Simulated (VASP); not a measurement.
Runs of VASP 6.6.1 on PtS2. The cell holds a sheet with vacuum, 3 atoms: a = 3.537 Å, b = 3.537 Å, c = 18.460 Å, α = 90.00°, β = 90.00°, γ = 120.00°. The cell was built by a generator and needn't be a form met in nature.

```tsv
task	level	spin	cell	k mesh	cutoff (eV)	dipole correction	grid for exact exchange (PRECFOCK)	exchange at q = 0	screening parameter	gap on the mesh (eV)	largest force (eV/Å)
work function	PBE	off	P-3m1, 66.67 Å³/atom	12 × 12 × 1	520	yes	-	-	-	1.83	(b)
relaxation of cell and atoms	PBE+D3(BJ)	off	relaxed	12 × 12 × 1	600	no	-	-	-	1.83	-
work function	PBE0	off	P-3m1, 66.67 Å³/atom	6 × 6 × 1	520	yes	Fast	default	-	3.64	0.34
work function	HSE06	off	P-3m1, 66.67 Å³/atom	6 × 6 × 1	520	yes	Fast	-	0.2 1/A	2.95	0.35
work function	PBE	non-collinear, zero start, SOC	P-3m1, 66.67 Å³/atom	12 × 12 × 1	520	yes	-	-	-	-	(a)
```

Alike in all rows: potentials or basis VASP PAW PBE potentials, release 64 (S, Pt); smearing gaussian 0.03 eV.

**Question.** Fill in the values left out.

**Answer.** (a) 0.11; (b) 0.07.

Caveats: spin-orbit coupling is left out, which moves the levels of the heavy elements (some runs); the PAW data sets were made with another functional, which shifts forces and pressure a little (some runs).

A k mesh can miss the band edges, and rows without SOC leave out spin-orbit coupling on Pt.
